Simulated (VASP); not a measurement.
The input files of a VASP run:

**POSCAR**
```
MgSe
1
    0.0000000000     2.7300000000     2.7300000000
    2.7300000000     0.0000000000     2.7300000000
    2.7300000000     2.7300000000     0.0000000000
Mg Se
1 1
Direct
  0.0000000000   0.0000000000   0.0000000000
  0.5000000000   0.5000000000   0.5000000000
```

**INCAR**
```
AGGAC  =  0.0
ALGO  =  Normal
EDIFF  =  1E-6
EDIFFG  =  -0.01
ENCUT  =  520
GGA  =  CX
IBRION  =  2
ISIF  =  3
ISMEAR  =  0
LASPH  =  T
LCHARG  =  F
LMAXMIX  =  4
LREAL  =  F
LUSE_VDW  =  T
LWAVE  =  F
NELM  =  100
NSW  =  60
PREC  =  Accurate
SIGMA  =  0.05
SYSTEM  =  MgSe
```

File KPOINTS:
```
Automatic mesh
0
Gamma
8 8 8
0 0 0
```

POTCAR, in this order: Mg Se (PBE.64 set). Program: vasp_std.

### Question
Translate this vdW-DF-cx calculation to Quantum ESPRESSO's pw.x.

### Answer
One equivalent input (not run):
```
&CONTROL
  calculation = 'vc-relax'
  pseudo_dir = './pseudo'
  outdir = './out'
  tprnfor = .true.
  tstress = .true.
  nstep = 60
  forc_conv_thr = 0.00039
/
&SYSTEM
  ibrav = 0
  nat = 2
  ntyp = 2
  ecutwfc = 86
  occupations = 'smearing'
  smearing = 'gaussian'
  degauss = 0.003675
  input_dft = 'vdw-df-cx'
/
&ELECTRONS
  conv_thr = 7.3e-08
  electron_maxstep = 100
/
&IONS
/
&CELL
/
ATOMIC_SPECIES
  Mg 24.305 Mg.upf
  Se 78.971 Se.upf
CELL_PARAMETERS angstrom
     0.0000000    2.7300000    2.7300000
     2.7300000    0.0000000    2.7300000
     2.7300000    2.7300000    0.0000000
ATOMIC_POSITIONS crystal
  Mg   0.0000000  0.0000000  0.0000000
  Se   0.5000000  0.5000000  0.5000000
K_POINTS automatic
  8 8 8 0 0 0
```
What does not carry over: the potentials are each code's own (VASP's PAW set, PseudoDojo norm-conserving files in pw.x), so ENCUT and ecutwfc are chosen apart and not converted; conv_thr bounds pw.x's estimated SCF error, while EDIFF bounds the energy change between steps; forc_conv_thr acts on force components and is met together with etot_conv_thr.

The compound is MgSe in the rock salt structure. This run relaxes it. Symmetry was kept, so distortions that lower it aren't found.
